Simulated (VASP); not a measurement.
Method: LDA (Ceperley-Alder, Perdew-Zunger), VASP's LDA PAW potentials (set 64) (plane waves; VASP 6.6.1).

A VASP calculation is set up with these files.

INCAR:
```
SYSTEM = Sr(SiPd)2
PREC = Accurate
ENCUT = 300
EDIFF = 1E-6
NELM = 100
ALGO = Normal
LREAL = .FALSE.
LASPH = .TRUE.
ISMEAR = 0
SIGMA = 0.2
LMAXMIX = 4
LWAVE = .FALSE.
LCHARG = .FALSE.
ISIF = 2
```

POSCAR:
```
Sr(SiPd)2
1.0
 -2.1521750000   2.1521750000   5.0001750000
  2.1521750000  -2.1521750000   5.0001750000
  2.1521750000   2.1521750000  -5.0001750000
Sr Si Pd
1 2 2
Cart
  0.0000000000   0.0000000000   0.0000000000
  0.0000000000  -0.0000000000   3.7362307635
  0.0000000000  -0.0000000000   6.2641192365
  2.1521750000   0.0000000000   2.5000875000
 -0.0000000000   2.1521750000   2.5000875000
```

### KPOINTS
```
Automatic mesh
0
Gamma
9 9 9
0 0 0
```

POTCAR, in this order: Sr_sv Si Pd (LDA.64 set). Program: vasp_std.

Output

File OUTCAR:
```
 ion  position               nearest neighbor table
   1  0.000  0.000  0.000-   3 3.30   3 3.30   3 3.30   2 3.30   3 3.30   2 3.30   2 3.30   2 3.30
                             5 3.30   5 3.30   4 3.30   4 3.30   5 3.30   4 3.30   4 3.30   5 3.30
   2  0.374  0.374  0.000-   4 2.48   5 2.48   4 2.48   5 2.48   3 2.53   1 3.30   1 3.30   1 3.30
                             1 3.30   1 3.74
   3  0.626  0.626  0.000-   4 2.48   5 2.48   4 2.48   5 2.48   2 2.53   1 3.30   1 3.30   1 3.30
                             1 3.30   1 3.74
   4  0.250  0.750  0.500-   3 2.48   2 2.48   2 2.48   3 2.48   5 3.04   5 3.04   5 3.04   5 3.04
                             1 3.30   1 3.30   1 3.30   1 3.30
   5  0.750  0.250  0.500-   3 2.48   2 2.48   2 2.48   3 2.48   4 3.04   4 3.04   4 3.04   4 3.04
                             1 3.30   1 3.30   1 3.30   1 3.30
  LATTYP: Found a body centered tetragonal cell.
 ALAT       =     4.3043500000
 C/A-ratio  =     2.3233124630
 Subroutine PRICEL returns:
 Original cell was already a primitive cell.
 Subroutine GETGRP returns: Found 16 space group operations
The static configuration has the point symmetry D_4h.
The dynamic configuration has the point symmetry D_4h.
 Subroutine INISYM returns: Found 16 space group operations
 Subroutine IBZKPT returns following result:
 Found     75 irreducible k-points:

 Following reciprocal coordinates:
            Coordinates               Weight
  0.000000  0.000000  0.000000      1.000000
  0.111111 -0.000000  0.000000      8.000000
  0.222222 -0.000000  0.000000      8.000000
  0.333333 -0.000000  0.000000      8.000000
  0.444444 -0.000000  0.000000      8.000000
  0.111111  0.111111  0.000000      8.000000
  0.222222  0.111111  0.000000     16.000000
  0.333333  0.111111  0.000000     16.000000
  0.444444  0.111111  0.000000     16.000000
 -0.444444  0.111111 -0.000000     16.000000
 -0.333333  0.111111 -0.000000     16.000000
 -0.222222  0.111111 -0.000000     16.000000
 -0.111111  0.111111  0.000000      4.000000
  0.222222  0.222222  0.000000      8.000000
  0.333333  0.222222  0.000000     16.000000
  0.444444  0.222222  0.000000     16.000000
 -0.444444  0.222222 -0.000000     16.000000
 -0.333333  0.222222  0.000000     16.000000
 -0.222222  0.222222  0.000000      4.000000
  0.333333  0.333333  0.000000      8.000000
  0.444444  0.333333  0.000000     16.000000
 -0.444444  0.333333 -0.000000     16.000000
 -0.333333  0.333333  0.000000      4.000000
  0.444444  0.444444  0.000000      8.000000
 -0.444444  0.444444  0.000000      4.000000
  0.111111  0.111111  0.111111      8.000000
  0.222222  0.111111  0.111111     16.000000
  0.333333  0.111111  0.111111     16.000000
 -0.111111  0.111111  0.111111      4.000000
  0.222222  0.222222  0.111111      8.000000
  0.333333  0.222222  0.111111     16.000000
  0.444444  0.222222  0.111111     16.000000
 -0.444444  0.222222  0.111111      8.000000
 -0.222222  0.222222  0.111111      8.000000
 -0.111111  0.222222  0.111111      8.000000
  0.333333  0.333333  0.111111      8.000000
  0.444444  0.333333  0.111111      8.000000
 -0.333333  0.333333  0.111111      8.000000
 -0.222222  0.333333  0.111111     16.000000
 -0.111111  0.333333  0.111111      8.000000
   k-points           NKPTS =     75   k-points in BZ     NKDIM =     75   number of bands    NBANDS=     23
   number of dos      NEDOS =    301   number of ions     NIONS =      5
   total plane-waves  NPLWV =  46656
   dimension x,y,z NGX =    36 NGY =   36 NGZ =   36
   dimension x,y,z NGXF=    72 NGYF=   72 NGZF=   72
   ions per type =               1   2   2
   PREC   = accura    normal or accurate (medium, high low for compatibility)
   ISTART =      0    job   : 0-new  1-cont  2-samecut
   ICHARG =      2    charge: 1-file 2-atom 10-const
   ISPIN  =      1    spin polarized calculation?
...
```

OSZICAR:
```
       N       E                     dE             d eps       ncg     rms          rms(c)
DAV:   1     0.138464424010E+03    0.13846E+03   -0.13345E+04  3450   0.997E+02
DAV:   2    -0.258231659846E+02   -0.16429E+03   -0.16041E+03  4026   0.243E+02
DAV:   3    -0.319989119760E+02   -0.61757E+01   -0.61181E+01  5047   0.449E+01
DAV:   4    -0.321372780267E+02   -0.13837E+00   -0.13832E+00  4871   0.598E+00
DAV:   5    -0.321392170702E+02   -0.19390E-02   -0.19390E-02  4830   0.680E-01    0.279E+01
DAV:   6    -0.314510644246E+02    0.68815E+00   -0.14540E+01  3933   0.272E+01    0.121E+01
DAV:   7    -0.309690833806E+02    0.48198E+00   -0.45613E+00  3884   0.171E+01    0.916E+00
DAV:   8    -0.308821430071E+02    0.86940E-01   -0.27688E-01  4324   0.390E+00    0.174E+00
DAV:   9    -0.308678353979E+02    0.14308E-01   -0.71752E-02  4144   0.189E+00    0.504E-01
DAV:  10    -0.308682023813E+02   -0.36698E-03   -0.37989E-03  4547   0.403E-01    0.146E-01
DAV:  11    -0.308681657009E+02    0.36680E-04   -0.67226E-04  4306   0.195E-01    0.557E-02
DAV:  12    -0.308681564658E+02    0.92351E-05   -0.67661E-05  4376   0.579E-02    0.164E-02
DAV:  13    -0.308681564850E+02   -0.19229E-07   -0.32674E-06  4243   0.985E-03
   1 F= -.30868156E+02 E0= -.30837853E+02  d E =-.606073E-01
```

**OUTCAR**
```
------------------------ aborting loop because EDIFF is reached ----------------------------------------
  FORCE on cell =-STRESS in cart. coord.  units (eV):
  Direction    XX          YY          ZZ          XY          YZ          ZX
  --------------------------------------------------------------------------------------
  Total       -3.2206011     -3.2206011     -2.8784164      0.0000000     -0.0000000      0.0000000
  in kB      -55.6989697    -55.6989697    -49.7810266      0.0000000     -0.0000000      0.0000000
  external PRESSURE =     -53.7263220 kB  Pullay stress =       0.0000000 kB
  volume of cell :       92.64
      direct lattice vectors                 reciprocal lattice vectors
    -2.152175000  2.152175000  5.000175000     0.000000000  0.232323115  0.099996500
     2.152175000 -2.152175000  5.000175000     0.232323115  0.000000000  0.099996500
     2.152175000  2.152175000 -5.000175000     0.232323115  0.232323115  0.000000000
 POSITION                                       TOTAL-FORCE (eV/Angst)
 -----------------------------------------------------------------------------------
      0.00000      0.00000      0.00000         0.000000      0.000000      0.000000
      0.00000      0.00000      3.73623        -0.000000     -0.000000     -0.245910
      0.00000      0.00000      6.26412         0.000000      0.000000      0.245910
      2.15218     -0.00000      2.50009         0.000000      0.000000      0.000000
     -0.00000      2.15218      2.50009         0.000000      0.000000      0.000000
 -----------------------------------------------------------------------------------
    total drift:                               -0.000000      0.000000     -0.000000
  FREE ENERGIE OF THE ION-ELECTRON SYSTEM (eV)
  ---------------------------------------------------
  free  energy   TOTEN  =       -30.8681564850 eV

  energy  without entropy=      -30.8075491488  energy(sigma->0) =      -30.83785282
```
(Selected blocks of OUTCAR.)

At this cut-off the stress carries a Pulay error, which pulls relaxed volumes low.

The structure comes from a computed database's Pd2SrSi2 entry; how it stands against other phases isn't given here. The cell was not relaxed at this level.
